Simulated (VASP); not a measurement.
Consider the following.

```yaml
crystal:
  lattice:
    - [0.00000, 2.58464, 2.58464]
    - [2.58464, 0.00000, 2.58464]
    - [2.58464, 2.58464, 0.00000]
  atoms:
    - { symbol: Sr, position: [0.00000, 0.00000, 0.00000] }
    - { symbol: O, position: [0.50000, 0.50000, 0.50000] }
```

Method: r2SCAN meta-GGA, VASP's PBE PAW potentials (set 64) (plane waves; VASP). Settings: 520 eV cut-off, 11×11×11 Γ-centred mesh, Gaussian smearing of 0.010 eV, potentials Sr_sv O.

Question: Give the direction-averaged independent-particle dielectric function (no local fields, no excitons; a broadening of 0.1 eV leaves a tail below the gap, and fine structure carries the noise of the k-mesh).

Answer: 
| ħω (eV) | ε₁ | ε₂ |
|---|---|---|
| 0.00 | 3.57 | 0.00 |
| 0.30 | 3.57 | 0.00 |
| 0.60 | 3.58 | 0.01 |
| 0.90 | 3.60 | 0.01 |
| 1.20 | 3.63 | 0.01 |
| 1.50 | 3.66 | 0.01 |
| 1.80 | 3.71 | 0.02 |
| 2.10 | 3.76 | 0.02 |
| 2.40 | 3.83 | 0.03 |
| 2.70 | 3.93 | 0.04 |
| 3.00 | 4.05 | 0.05 |
| 3.30 | 4.21 | 0.07 |
| 3.60 | 4.46 | 0.12 |
| 3.90 | 4.76 | 0.45 |
| 4.20 | 4.99 | 1.11 |
| 4.50 | 4.60 | 0.92 |
| 4.80 | 4.96 | 1.55 |
| 5.10 | 4.37 | 1.78 |
| 5.40 | 4.65 | 1.80 |
| 5.70 | 4.38 | 2.03 |
| 6.00 | 3.84 | 2.04 |
| 6.30 | 4.25 | 2.38 |
| 6.60 | 4.04 | 2.82 |
| 6.90 | 3.43 | 2.59 |
| 7.20 | 4.06 | 2.52 |
| 7.50 | 3.29 | 2.94 |
| 7.80 | 3.55 | 3.20 |
| 8.10 | 2.79 | 3.38 |
| 8.40 | 2.59 | 3.49 |
| 8.70 | 2.23 | 3.50 |
| 9.00 | 2.28 | 2.38 |
| 9.30 | 2.91 | 2.70 |
| 9.60 | 3.36 | 3.61 |
| 9.90 | 2.35 | 5.11 |
| 10.20 | 0.44 | 4.20 |
| 10.50 | 0.56 | 3.27 |
| 10.80 | 0.51 | 3.34 |
| 11.10 | -0.14 | 2.83 |
| 11.40 | -0.21 | 2.41 |
| 11.80 | -0.03 | 2.28 |
ε₂ peaks at 6.7 eV (height 2.9), 7.9 eV (height 3.6), 10.0 eV (height 5.2); ε₁(0) averages 3.57, so the electronic refractive index below the gap tends to √3.57 = 1.89.

The compound is SrO in the rock salt structure. It was relaxed first.
